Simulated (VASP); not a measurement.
Input:

```
CELL_PARAMETERS angstrom
      1.92396    -3.33239     0.00000
      1.92396     3.33239     0.00000
      0.00000     0.00000     5.96900
ATOMIC_POSITIONS crystal
  La 0.33333 0.66667 0.24535
  La 0.66667 0.33333 0.75465
  O  0.00000 0.00000 0.00000
  O  0.33333 0.66667 0.64612
  O  0.66667 0.33333 0.35388
```

Computed with rev-vdW-DF2, VASP's PBE PAW potentials (set 64) (plane waves; VASP). Numerical set-up: 520 eV cut-off, 7×7×4 Γ-centred mesh, Gaussian smearing of 0.050 eV, potentials La O.

Task: The ions and cell shape at fixed volume are relaxed. Give the cell that the relaxation ends in.

Result: 
```
CELL_PARAMETERS angstrom
      1.94465    -3.36823     0.00000
      1.94465     3.36823     0.00000
      0.00000     0.00000     5.84268
ATOMIC_POSITIONS crystal
  La 0.33333 0.66667 0.24032
  La 0.66667 0.33333 0.75968
  O  0.00000 0.00000 0.00000
  O  0.33333 0.66667 0.64995
  O  0.66667 0.33333 0.35005
```
Space group P-3m1 (164), at a tolerance of 0.03 Å.

Task: How much energy does the relaxation gain?

Result: The energy (σ→0) changes by -4.9 meV/atom, in 9 ionic steps.

The compound is La2O3 in the a-type structure. This cell is one point of a volume scan, at 0.94 of the reference volume. Symmetry was kept, so distortions that lower it aren't found.
